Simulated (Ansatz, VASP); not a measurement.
## Two plane-wave programs on CdBr2

```
CELL_PARAMETERS angstrom
1.91575 1.10606 6.12998
-1.91575 1.10606 6.12998
0.00000 -2.21212 6.12998
ATOMIC_POSITIONS crystal
Cd 0.00000 0.00000 0.00000
Br 0.25000 0.25000 0.25000
Br 0.75000 0.75000 0.75000
```

Change from the starting cell: strain -0.030 along x and y, -0.015 along z, atoms carried along.

Alike in both runs: task single point; functional LDA; k mesh 9 × 9 × 9; occupations gaussian, width 0.05 eV; no spin polarisation.

```csv
,VASP,Ansatz
version,VASP 6.6.1,Ansatz 0.2.0
potentials or method,"VASP PAW LDA potentials, release 64 (Cd, Br)","scalar-relativistic, plane waves, PAW"
plane-wave cutoff (eV),520,420
valence electrons in the cell,26,34
```

|  | VASP | Ansatz | Ansatz less VASP |
| --- | --- | --- | --- |
| gap on the k mesh at the Fermi level (eV) | 2.85 | 2.82 | -0.024 |
| least direct gap on the mesh (eV) | 3.00 | 2.97 | -0.024 |
| pressure (GPa) | 3.2 | 2.7 | -0.48 |
| largest component of the traceless stress (GPa) | 0.53 | 0.49 | -0.041 |
| rms of the force components (eV/Å) | 0.197 | 0.164 | -0.0323 |

Atom by atom the forces differ by 0.032 eV/Å (rms over components). The two sets of potentials don't hold the same shells in valence.

Caveats: an odd mesh through Γ misses points on the zone boundary, where band edges often lie; the cell's inner coordinates are idealised or old, which leaves forces on the atoms.
